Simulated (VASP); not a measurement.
Shape and ions are relaxed at each volume.

Energy against volume of TiB2 (AlB2 type). The numbers are results of optB88-vdW, VASP's PBE PAW potentials (set 64) (plane waves; VASP 6.6.1), not measurements.

```json
[
 {"V (Å³/atom)": "8.060", "E (eV/atom)": "-6.60344"},
 {"V (Å³/atom)": "8.317", "E (eV/atom)": "-6.62400"},
 {"V (Å³/atom)": "8.574", "E (eV/atom)": "-6.63064"},
 {"V (Å³/atom)": "8.831", "E (eV/atom)": "-6.62527"},
 {"V (Å³/atom)": "9.089", "E (eV/atom)": "-6.60954"}
]
```

Task: Fit a third-order Birch-Murnaghan equation of state.

Result: 
```yaml
volume_per_atom: 8.58 Å³/atom
bulk_modulus: 248 GPa
pressure_derivative_of_the_bulk_modulus: 3.92
```

Measured: bulk modulus 240 GPa (computed value off by +3.3 %), as given by Synthesis of Binary Transition Metal Nitrides, Carbides and Borides from the Elements in the Laser-Heated Diamond …. The calculation is for a static lattice, while the measured bulk modulus holds thermal and zero-point effects, which are part of the difference.

The compound is TiB2 in the AlB2 type structure. It was relaxed first.
